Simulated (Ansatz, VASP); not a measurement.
# Cross-check of SiC (Moissanite) between VASP and Ansatz

Aim: how closely do two programs agree when they are given the same cell, functional and k mesh? The structure shown is the end of the Ansatz relaxation below.

Method: plane waves, with VASP 6.6.1 beside it; single point at LDA, in Ansatz 0.2.0.

## Step 1: The starting structure

It takes space group P6_3mc (No. 186, hexagonal). Conventional cell: a = 3.041 Å, b = 3.041 Å, c = 4.990 Å, α = 90.00°, β = 90.00°, γ = 120.00°. Nearest to Si lie 4 C at 1.86 to 1.88 Å. C has 4 Si at 1.86 to 1.88 Å nearest. Farther neighbours are not listed.

Coordinates:

```cif
data_structure
_symmetry_space_group_name_H-M 'P 1'
_symmetry_Int_Tables_number 1
_cell_length_a 3.0412
_cell_length_b 3.0412
_cell_length_c 4.9904
_cell_angle_alpha 90.000
_cell_angle_beta 90.000
_cell_angle_gamma 120.000
_cell_volume 39.97
loop_
_atom_site_label
_atom_site_type_symbol
_atom_site_fract_x
_atom_site_fract_y
_atom_site_fract_z
_atom_site_occupancy
Si1 Si 0.33333 0.66667 0.00460 1
Si2 Si 0.66667 0.33333 0.50460 1
C3 C 0.33333 0.66667 0.38040 1
C4 C 0.66667 0.33333 0.88040 1
```

## Step 2: Ansatz: relaxation, LDA

Ansatz runs on its PAW soft_1 files.

This run makes the geometry at which the two programs are then compared.

Contents of input.yaml:

```yaml
crystal:
  lattice:
    - [3.0410740119, 0.0, 0.0]
    - [-1.5205370059, 2.6336473491, 0.0]
    - [0.0, 0.0, 4.9907438459]
  atoms:
    - { symbol: Si, position: [0.3333333333, 0.6666666667, 0.0045921277] }
    - { symbol: Si, position: [0.6666666667, 0.3333333333, 0.5045921277] }
    - { symbol: C, position: [0.3333333333, 0.6666666667, 0.3804078723] }
    - { symbol: C, position: [0.6666666667, 0.3333333333, 0.8804078723] }
kpoints:
  mp_grid: { grid: [12, 12, 6] }
hamiltonian:
  xc: lda
  pseudopotentials: { kind: paw, azcp: { folder: soft_1 }, xc_functional: pbe }
scf:
  occupations: { method: fixed }
  lower_state_search: "off"
output:
  forces: true
  stress: true
  eigenvalues: true
relax:
  adjacent_minimum: "off"
  f_tol: 0.001
  max_steps: 60
  cell: { stress_tol: 0.01, fix: [volume] }
```

Command:

```
> ansatz run input.yaml --threads 18 --pin off --max-ram 92160MiB --backend cuda --events-out ev --progress --plain --runs-dir out --max-vram 78GiB
```

Numbers of over 12 decimals in the logs are rounded to 6 here.

The program printed:

```text
Engine: ansatz 0.2.0, aarch64-unknown-linux-gnu
Pseudopotentials: kind: paw
Pseudopotential: Si, paw, valence charge 4, recommended cutoff 420 eV (normal), soft_1/Si.paw.azcp
Pseudopotential: C, paw, valence charge 4, recommended cutoff 420 eV (normal), soft_1/C.paw.azcp
Functional definition: SPW92
  exchange = slater_x
  correlation = pw_c
[...]
Crystal: 4 atoms, lattice volume = 39.971 Å³
Basis set: ecut = 420 eV, 785 PW (Γ)
Bands: 12, of which v1, the nominal top of the filled ones, is band 8 counted from 1 (7 counted from 0)
Symmetry: 12 space group operations
Space group: P63mc (ITA 186), of the structure as read, at distance tolerance 3.4e-5 Å
k-points: 76 of 864 (time reversal used)
Non-local potential: Si, projectors of the file, l = 0: 2, l = 1: 2, l = 2: 1
Non-local potential: C, projectors of the file, l = 0: 2, l = 1: 2, l = 2: 1
PAW form: soft (Blöchl's): semilocal exchange-correlation on the pseudo side does not see the compensation charge
PAW frozen core: Si, regenerated for the run's functional, and the local potential with it (the file was generated under x = pbe(κ = 0.804, μ = 0.219515), c = pbe(β = 0.066725))
PAW frozen core: C, regenerated for the run's functional, and the local potential with it (the file was generated under x = pbe(κ = 0.804, μ = 0.219515), c = pbe(β = 0.066725))
PAW one-centre angular grid: Si, 110 points (default); XC on 64 Gauss nodes
PAW one-centre angular grid: C, 110 points (default); XC on 64 Gauss nodes
Initial density: superposition of atomic densities (chi_scale 0.1, normalization cell, long waves kept (reshape's long-wave potential 0.00 eV rms))
Initial wavefunctions: pseudopotential atomic-orbital guess
[...]
Functional: x = slater, c = lda
SCF iter   1: F=—  HF=-1707.693949 eV  |F-HF|=—  |Δ(HF+E_count)|=         —  Δρ=1.45e-1  dr2=1.00e1  ethr=3.10e-3  ⟨swp⟩=4.4  Hψ=5341  notcnv=0  defer=136
preconditioner: auto → none  [insulator: Δε(μ)=4.422 eV  Ē_g=13.018 eV  n_scr=2 (ndim 8)  ℏωp=23.5 eV  f_vac=0.000  ε∞_Penn≈4.3]
SCF iter   2: F=—  HF=-1704.595679 eV  |F-HF|=—  |Δ(HF+E_count)|=    3.10e0  Δρ=4.98e-2  dr2=6.24e-1  ethr=3.10e-3  ⟨swp⟩=3.8  Hψ=2806  notcnv=0  defer=133
[...]
SCF iter   7: F=-1704.394628 eV  HF=-1704.394628 eV  |F-HF|=1.04e-9  |Δ(HF+E_count)|=   2.03e-8  Δρ=3.31e-6  dr2=2.43e-9  ethr=6.25e-10  ⟨swp⟩=4.6  Hψ=3566  notcnv=0
SCF 1 converged in 7 iterations: F = -1704.394628 eV  dr2 = 2.43e-9
  greatest PAW one-centre occupation: 0.644 electrons in one spin orbital (limit 2), on the C atom at site 3 (counted from 0), in its partial waves of l = 0
relax step   1: F+E_penalty+E_count = -1704.39462821 eV  Δ(F+E_penalty+E_count) = +0.000e0 eV  max|allowed force component| = 3.486e-3 eV/Å  Δτ_max = 0.0000 Å  P = +3.593 GPa  Ω = 39.971 Å³  fix = [volume]  reactions: volume +3.593 GPa  (7 SCF iters, dr2 threshold 1.00e-7 eV, accepted)
[...]
relax step   2: F+E_penalty+E_count = -1704.39462885 eV  Δ(F+E_penalty+E_count) = -6.337e-7 eV  max|allowed force component| = 2.744e-3 eV/Å  Δτ_max = 0.0000 Å  P = +3.593 GPa  Ω = 39.971 Å³  energy of the carried Pulay correction = -2.546e-17 eV  fix = [volume]  reactions: volume +3.593 GPa  (3 SCF iters, dr2 threshold 6.31e-9 eV, accepted)
[...]
relax step   3: F+E_penalty+E_count = -1704.39462916 eV  Δ(F+E_penalty+E_count) = -3.148e-7 eV  max|allowed force component| = 1.225e-3 eV/Å  Δτ_max = 0.0000 Å  P = +3.593 GPa  Ω = 39.971 Å³  energy of the carried Pulay correction = -2.546e-17 eV  fix = [volume]  reactions: volume +3.593 GPa  (3 SCF iters, dr2 threshold 6.69e-10 eV, accepted)
[...]
relax step   4: F+E_penalty+E_count = -1704.39462924 eV  Δ(F+E_penalty+E_count) = -8.418e-8 eV  max|allowed force component| = 3.441e-5 eV/Å  Δτ_max = 0.0000 Å  P = +3.593 GPa  Ω = 39.971 Å³  energy of the carried Pulay correction = -8.486e-18 eV  fix = [volume]  reactions: volume +3.593 GPa  (3 SCF iters, dr2 threshold 9.38e-11 eV, accepted)
[...]
relax step   5: F+E_penalty+E_count = -1704.39463332 eV  Δ(F+E_penalty+E_count) = -4.075e-6 eV  max|allowed force component| = 3.954e-5 eV/Å  Δτ_max = 0.0000 Å  P = +3.593 GPa  Ω = 39.971 Å³  fix = [volume]  reactions: volume +3.593 GPa  stress off target by 2.57e-3 GPa on what of the cell is left free  SCF on the basis re-selected at this cell (its energy is not comparable with the rows above)  (4 SCF iters)
basis re-selected at this cell: Δ(F+E_penalty+E_count) = -4.075e-6 eV, ΔP = +0.000 GPa vs the last step (what re-selecting the basis moved, of the pressure what is left beyond the Pulay correction that the steps carried, after the strain that the cell walked since its last selection, with what the two solves' SCF thresholds leave and, on support functions, any second-order correction that the steps lacked; it is no m [...]
SCF converged after 4 iterations
Free energy (F): -1704.394633 eV
Harris-Foulkes:  -1704.394633 eV  (|F-HF|=2.27e-13)
Internal energy: -1704.394633 eV  (E = F + TS)
E sigma→0 (E₀):  -1704.394633 eV
Fermi energy:    9.835830 eV
--- Per-component energies (eV) ---
  E_band       = 59.740081
  E_kinetic    = 270.412722
  E_local      = -191.626484  (includes V_loc(G=0)·N_el)
  E_nonlocal   = 95.102239
  E_hartree    = 63.301162
  E_xc         = -211.063536
  E_vxc        = -219.067465  (∫ρ·V_xc dr)
  E_paw        = -1155.450168  (= ΣΔE_a)
  E_vpaw       = -21.683352  (= ΣTr[D̂ρ^β])
  E_aug_tail   = 0.000094  (compensation charges beyond the density's cutoff)
  E_ewald      = -575.364989
  E_core_change = 0.294327  (= ΣΔE_core)
  E_smearing   = -0.000000  (= −TS)
  E_closure    = -0.000000  (closes the sum)
  Σ components = -1704.394633   (vs F -1704.394633, Δ=0.00e0)
--- Forces (eV/Å), atoms counted from 1 ---
  atom   1  Si     0.00000000     0.00000000     0.00003956
  atom   2  Si    -0.00000000    -0.00000000     0.00003956
  atom   3  C      0.00000000     0.00000000    -0.00003951
  atom   4  C     -0.00000000     0.00000000    -0.00003951
  max |Σ_I F_I| component: 1.04e-7 eV/Å
--- Stress (GPa, compression-positive) ---
        3.594368      -0.000000       0.000000
        0.000000       3.594368      -0.000000
        0.000000      -0.000000       3.590511
  P = ⅓ Tr σ = 3.5931 GPa (35.931 kbar)
--- Band table (eV; the first three rows and the last of 76) ---
  k-point 0: bands = [... 4 lower, 8.5015, 9.7213, 9.8358, 9.8358, 14.8795, 16.3915, 16.5990, 16.5990]
  k-point 1: bands = [... 4 lower, 8.5789, 8.9906, 9.7325, 9.7325, 15.0034, 16.6397, 16.6397, 16.8945]
  k-point 2: bands = [... 4 lower, 8.7973, 8.7973, 9.4609, 9.4609, 15.3692, 16.6918, 16.8363, 16.8363]
  k-point 75: bands = [... 4 lower, 3.9913, 3.9913, 8.0755, 8.0755, 15.0239, 15.0239, 15.8075, 15.8075]
--- Relaxed structure (4 steps of the walk, 4 accepted, 1 SCFs on fresh bases) ---
  F+E_penalty+E_count = -1704.39463332 eV   max|allowed force component| = 3.954e-5 eV/Å   (the final SCF, on the basis selected at the relaxed cell)
  cell:  # Å, volume = 39.9714 Å³
    - [3.041175, -2.8868598451260426e-11, 0]
    - [-1.520587, 2.633735, 0]
    - [0, 0, 4.990413]
  atoms:
    - { symbol: Si, position: [0.333333, 0.666667, 0.00460423] }
    - { symbol: Si, position: [0.666667, 0.333333, 0.504604] }
    - { symbol: C, position: [0.333333, 0.666667, 0.380396] }
    - { symbol: C, position: [0.666667, 0.333333, 0.880396] }
```

In the SCF lines HF is the Harris–Foulkes energy and dr2 the Hartree energy of the density residual, in eV; the loop may stop once dr2 is under the threshold and the program's other checks hold. Hψ counts applications of the Hamiltonian.

## Step 3: VASP: single point, LDA, pair 1

The same cell, functional (in two slightly different forms) and mesh now go to VASP, with its own data sets.

Lines of VASP's logs that name or quote its potential files are left out, and so is its time.

Contents of INCAR:

```
SYSTEM = SiC
PREC = Accurate
ENCUT = 600
EDIFF = 1E-06
NELM = 120
ISMEAR = 0
SIGMA = 0.01
LREAL = .FALSE.
ALGO = Normal
GGA = CA
NBANDS = 14
LORBIT = 11
LWAVE = .FALSE.
LCHARG = .FALSE.
ISIF = 2
LASPH = .TRUE.
GGA_COMPAT = .FALSE.
EFERMI = MIDGAP
```

Contents of POSCAR:

```
SiC
1.0
    3.0411749417      0.0000000000      0.0000000000
   -1.5205874708      2.6337347569      0.0000000000
    0.0000000000      0.0000000000      4.9904125881
Si C
2 2
Direct
    0.3333333333      0.6666666667      0.0046042273
    0.6666666667      0.3333333333      0.5046042273
    0.3333333333      0.6666666667      0.3803957727
    0.6666666667      0.3333333333      0.8803957727
```

Contents of KPOINTS:

```
Automatic mesh
0
Gamma
12 12 6
0 0 0
```

The projector-augmented-wave data sets are Si and C (LDA family, release 64).

Command:

```
> mpirun -np 1 vasp_std
```

The program printed:

```text
[banner, memory and clock lines left out]
running    1 mpi-ranks, on    1 nodes
 distrk:  each k-point on    1 cores,    1 groups
 distr:  one band on    1 cores,    1 groups

 POSCAR found type information on POSCAR SiC
 POSCAR found :  2 types and       4 ions
 LDA part: xc-table for (Slater(with rela. corr.)+CA(PZ))
 , standard interpolation
 POSCAR, INCAR and KPOINTS ok, starting setup
 FFT: planning ... GRIDC
 FFT: planning ... GRID_SOFT
 FFT: planning ... GRID
 WAVECAR not read
 entering main loop
       N       E                     dE             d eps       ncg     rms          rms(c)
DAV:   1     0.312409274832E+02    0.31241E+02   -0.80265E+03  2128   0.115E+03
DAV:   2    -0.345510171749E+02   -0.65792E+02   -0.59918E+02  3034   0.182E+02
DAV:   3    -0.375433011555E+02   -0.29923E+01   -0.29765E+01  2932   0.371E+01
DAV:   4    -0.375718364237E+02   -0.28535E-01   -0.28529E-01  2464   0.445E+00
DAV:   5    -0.375721990225E+02   -0.36260E-03   -0.36257E-03  2962   0.471E-01    0.134E+01
DAV:   6    -0.334515556732E+02    0.41206E+01   -0.95814E+00  2740   0.191E+01    0.621E+00
DAV:   7    -0.333161335517E+02    0.13542E+00   -0.12136E+00  2950   0.688E+00    0.249E+00
DAV:   8    -0.332771500481E+02    0.38984E-01   -0.67979E-02  2512   0.168E+00    0.731E-01
DAV:   9    -0.332716913093E+02    0.54587E-02   -0.90914E-03  2536   0.671E-01    0.118E-01
DAV:  10    -0.332717381676E+02   -0.46858E-04   -0.49958E-04  2686   0.159E-01    0.621E-02
DAV:  11    -0.332717420441E+02   -0.38764E-05   -0.14412E-05  2686   0.322E-02    0.197E-02
DAV:  12    -0.332717408555E+02    0.11886E-05   -0.28125E-06  2660   0.105E-02    0.633E-03
DAV:  13    -0.332717404971E+02    0.35839E-06   -0.11768E-06  1472   0.671E-03
   1 F= -.33271740E+02 E0= -.33271740E+02  d E =0.000000E+00
```

OUTCAR, selected parts (step 3):

```text
ion  position               nearest neighbor table
   1  0.333  0.667  0.005-   4 1.86   4 1.86   4 1.86   3 1.88   2 3.05   2 3.05   2 3.05   2 3.05
                             2 3.05   2 3.05
   2  0.667  0.333  0.505-   3 1.86   3 1.86   3 1.86   4 1.88   1 3.05   1 3.05   1 3.05   1 3.05
                             1 3.05   1 3.05
   3  0.333  0.667  0.380-   2 1.86   2 1.86   2 1.86   1 1.88
   4  0.667  0.333  0.880-   1 1.86   1 1.86   1 1.86   2 1.88

  LATTYP: Found a hexagonal cell.
 ALAT       =     3.0411749417
 C/A-ratio  =     1.6409488713

 Subroutine GETGRP returns: Found 12 space group operations
 (whereof  6 operations were pure point group operations)

The static configuration has the point symmetry C_3v.
 The point group associated with its full space group is C_6v.

 Found     76 irreducible k-points:

   k-points           NKPTS =     76   k-points in BZ     NKDIM =     76   number of bands    NBANDS=     14

   dimension x,y,z NGX =    24 NGY =   24 NGZ =   40
   dimension x,y,z NGXF=    48 NGYF=   48 NGZF=   80

   ENCUT  =  600.0 eV  44.10 Ry    6.64 a.u.   6.07  6.07  9.97*2*pi/ulx,y,z

   NELECT =      16.0000    total number of electrons

 k-points in reciprocal lattice and weights: Automatic mesh
   0.00000000  0.00000000  0.00000000       0.001
   0.08333333  0.00000000  0.00000000       0.007
   0.16666667 -0.00000000  0.00000000       0.007
   0.25000000 -0.00000000  0.00000000       0.007
   0.33333333  0.00000000  0.00000000       0.007
   0.41666667  0.00000000  0.00000000       0.007
   0.50000000 -0.00000000  0.00000000       0.003
   0.08333333  0.08333333  0.00000000       0.007
   0.16666667  0.08333333  0.00000000       0.014
[...]
0.33333333  0.25000000  0.50000000       0.014
   0.33333333  0.33333333  0.50000000       0.002

 average (electrostatic) potential at core
       1 -81.4504       2 -81.4504       3 -48.5180       4 -48.5180

 E-fermi :   9.6549

 k-point     1 :       0.0000    0.0000    0.0000
  band No.  band energies     occupation
    ...
      4       7.2775      2.00000
      5       7.2775      2.00000
      6       8.4945      2.00000
      7       8.6100      2.00000
      8       8.6100      2.00000
      9      13.6624      0.00000
     10      15.1886      0.00000
     11      15.3674      0.00000
     12      15.3674      0.00000
     13      16.5635      0.00000
    ...

 k-point     2 :       0.0833    0.0000    0.0000
  band No.  band energies     occupation
    ...
      4       6.5866      2.00000
      5       7.0581      2.00000
      6       8.1600      2.00000
      7       8.4173      2.00000
      8       8.5457      2.00000
      9      14.0367      0.00000
     10      14.9708      0.00000
     11      15.5616      0.00000
     12      15.6262      0.00000
     13      16.7527      0.00000
    ...

 k-point     3 :       0.1667   -0.0000    0.0000
  band No.  band energies     occupation
    ...
      4       5.0687      2.00000
      5       6.5650      2.00000
      6       7.0595      2.00000
      7       8.1307      2.00000
      8       8.3258      2.00000
      9      13.5554      0.00000
     10      15.5505      0.00000
     11      15.8685      0.00000
     12      16.1497      0.00000
     13      16.1760      0.00000
    ...

  Total        0.9550654      0.9550654      0.9592671      0.0000000      0.0000000      0.0000000
  in kB       38.2819270     38.2819270     38.4503440      0.0000000      0.0000000      0.0000000
  external PRESSURE =      38.3380660 kB  Pullay stress =       0.0000000 kB

  energy-cutoff  :      600.00
  volume of cell :       39.97
      direct lattice vectors                 reciprocal lattice vectors
     3.041174942  0.000000000  0.000000000     0.328820281  0.189844478  0.000000000
    -1.520587471  2.633734757  0.000000000     0.000000000  0.379688956  0.000000000
     0.000000000  0.000000000  4.990412588     0.000000000  0.000000000  0.200384233

 POSITION                                       TOTAL-FORCE (eV/Angst)
 -----------------------------------------------------------------------------------
     -0.00000      1.75582      0.02298         0.000000     -0.000000      0.000093
      1.52059      0.87791      2.51818        -0.000000      0.000000      0.000093
     -0.00000      1.75582      1.89833        -0.000000     -0.000000     -0.000093
      1.52059      0.87791      4.39354         0.000000     -0.000000     -0.000093
 -----------------------------------------------------------------------------------
    total drift:                               -0.000000      0.000000     -0.000239

  FREE ENERGIE OF THE ION-ELECTRON SYSTEM (eV)
  ---------------------------------------------------
  free  energy   TOTEN  =       -33.2717404971 eV

  energy  without entropy=      -33.2717404971  energy(sigma->0) =      -33.27174050

 total charge
# of ion       s       p       d       tot
------------------------------------------
    1        0.717   1.004   0.000   1.721
    2        0.717   1.004   0.000   1.721
    3        0.831   1.746   0.000   2.577
    4        0.831   1.746   0.000   2.577
--------------------------------------------------
tot          3.097   5.500   0.000   8.597

[... 3 further parts left out ...]
```

The run ends at a pressure of 3.83 GPa.

## Step 4: Side by side

Known differences besides the potentials themselves: the two LDA forms differ slightly; fixed occupations in Ansatz, narrow Gaussian smearing in VASP; the cutoff is 420 eV in Ansatz and 600 eV in VASP; VASP's log shows a relativistic correction to its local exchange, Ansatz's none; Ansatz's pressure holds a Pulay correction, VASP's none. Total energies have different zeros and are not compared.

Both answers:

```csv
quantity,Ansatz,VASP,difference
pressure (GPa),3.59,3.83,-0.24
gap on the k mesh (eV),2.104,2.090,+0.015
```

A gap on the mesh is an upper bound, since the band edges may lie between its points.

## Step 5: Ansatz: relaxation, LDA

This run makes the geometry at which the two programs are then compared. The cell compared in this pair holds 39.36 Å³, against 39.97 Å³ for the pair before.

The structure compared here is the end of the Ansatz relaxation.

input.yaml: that of step 2 with these lines changed.

```diff
@@ -2,5 +2,5 @@
   lattice:
-    - [3.0410740119, 0.0, 0.0]
-    - [-1.5205370059, 2.6336473491, 0.0]
-    - [0.0, 0.0, 4.9907438459]
+    - [3.0255580582, 0.0, 0.0]
+    - [-1.5127790291, 2.6202101391, 0.0]
+    - [0.0, 0.0, 4.9652804241]
   atoms:
```

Command:

```
> ansatz run input.yaml --threads 18 --pin off --max-ram 92160MiB --backend cuda --events-out ev --progress --plain --runs-dir out --max-vram 78GiB
```

The program printed:

```text
[...]
Crystal: 4 atoms, lattice volume = 39.363 Å³
Basis set: ecut = 420 eV, 761 PW (Γ)
Bands: 12, of which v1, the nominal top of the filled ones, is band 8 counted from 1 (7 counted from 0)
Symmetry: 12 space group operations
[...]
k-points: 76 of 864 (time reversal used)
[...]
--- Relaxed structure (4 steps of the walk, 4 accepted, 1 SCFs on fresh bases) ---
[...]
cell:  # Å, volume = 39.3627 Å³
    - [3.025790, 0.0, 0.0]
    - [-1.512895, 2.620411, 0]
    - [0.0, 0, 4.964518]
  atoms:
    - { symbol: Si, position: [0.333333, 0.666667, 0.00460982] }
    - { symbol: Si, position: [0.666667, 0.333333, 0.504610] }
    - { symbol: C, position: [0.333333, 0.666667, 0.380390] }
    - { symbol: C, position: [0.666667, 0.333333, 0.880390] }
[key lines of the parts left out:]
SCF converged after 4 iterations
Free energy (F): -1704.373744 eV
Fermi energy:    10.036863 eV
P = ⅓ Tr σ = 7.4577 GPa (74.577 kbar)
```

[end of part 1 of 2]

[Lines on the potential files, build, host, timing and source positions are cut from VASP's logs without a mark.]

[Logs are printed without paths, hosts, clocks, repeated set-up lines and the standing remarks that a program may print on its own settings, such as how far it seeks lower states.]

[Hosts, paths, dates, database ids (printed as entryN), source tags and the programs' standing remarks are cut or masked in the printed files.]
